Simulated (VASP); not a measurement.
Input of a VASP 6.6.1 run:

Contents of INCAR:

```
SYSTEM = Mo
  PREC = Accurate
  ENCUT = 520
  EDIFF = 1E-7
  ISMEAR = -5
  SIGMA = 0.1
  LREAL = .FALSE.
  LASPH = .TRUE.
  NELM = 100
  ALGO = Normal
  ISIF = 2
  LWAVE = .FALSE.
  LCHARG = .FALSE.
  LMAXMIX = 4
  METAGGA = R2SCAN
  LMIXTAU = .TRUE.
  LORBIT = 11
  NBANDS = 13
  NEDOS = 1001
```

Contents of KPOINTS:

```
Automatic mesh
0
G
  18 18 18
  0 0 0
```

The input POSCAR:

```
Mo                                      
1.0
   -1.5774148893      1.5774148893      1.5774148893
    1.5774148893     -1.5774148893      1.5774148893
    1.5774148893      1.5774148893     -1.5774148893
  Mo            
     1
Direct
     0.0000000000000000    0.0000000000000000    0.0000000000000000
```

Potentials or basis: VASP PAW PBE potentials, release 64 (Mo_sv).

Launch:

```console
$ cat potpaw_PBE.64/Mo_sv/POTCAR > POTCAR
$ mpirun -np 1 vasp_std > vasp.out
```

Problem. Estimate the pressure.

Solution. 0.3 GPa.

Problem. Estimate the band gap on the k mesh.

Solution. None (metal or under the smearing width).

States per cell in windows of 0.5 eV (zero at the Fermi level; states under -8 eV left out):
| from (eV) | total | Mo1_d | Mo1_p | Mo1_s |
| --- | --- | --- | --- | --- |
| -8.0 | 0.00 | 0.00 | 0.00 | 0.00 |
| -7.5 | 0.02 | 0.00 | 0.00 | 0.01 |
| -7.0 | 0.04 | 0.00 | 0.00 | 0.02 |
| -6.5 | 0.05 | 0.00 | 0.00 | 0.02 |
| -6.0 | 0.07 | 0.01 | 0.00 | 0.03 |
| -5.5 | 0.46 | 0.22 | 0.01 | 0.09 |
| -5.0 | 0.56 | 0.30 | 0.02 | 0.07 |
| -4.5 | 0.68 | 0.41 | 0.02 | 0.06 |
| -4.0 | 0.45 | 0.31 | 0.02 | 0.02 |
| -3.5 | 0.87 | 0.67 | 0.03 | 0.00 |
| -3.0 | 0.56 | 0.43 | 0.02 | 0.01 |
| -2.5 | 0.56 | 0.40 | 0.03 | 0.01 |
| -2.0 | 0.88 | 0.60 | 0.06 | 0.02 |
| -1.5 | 0.32 | 0.19 | 0.03 | 0.01 |
| -1.0 | 0.27 | 0.17 | 0.03 | 0.01 |
| -0.5 | 0.23 | 0.16 | 0.02 | 0.00 |
| 0.0 | 0.34 | 0.26 | 0.02 | 0.00 |
| 0.5 | 0.55 | 0.44 | 0.02 | 0.01 |
| 1.0 | 0.59 | 0.51 | 0.01 | 0.00 |
| 1.5 | 0.62 | 0.56 | 0.01 | 0.00 |
| 2.0 | 0.82 | 0.75 | 0.01 | 0.01 |
| 2.5 | 0.89 | 0.80 | 0.01 | 0.01 |
| 3.0 | 0.38 | 0.33 | 0.01 | 0.01 |
| 3.5 | 0.38 | 0.32 | 0.01 | 0.01 |
| 4.0 | 0.19 | 0.15 | 0.01 | 0.01 |
| 4.5 | 0.14 | 0.10 | 0.01 | 0.01 |
| 5.0 | 0.16 | 0.11 | 0.02 | 0.01 |
| 5.5 | 0.13 | 0.08 | 0.02 | 0.01 |
| 6.0 | 0.12 | 0.07 | 0.02 | 0.01 |
| 6.5 | 0.14 | 0.07 | 0.03 | 0.01 |
| 7.0 | 0.11 | 0.06 | 0.02 | 0.01 |
| 7.5 | 0.11 | 0.05 | 0.02 | 0.01 |

Caveat: the PAW data sets were made with another functional, which shifts forces and pressure a little; tetrahedron occupations give inexact forces and stress in metals.
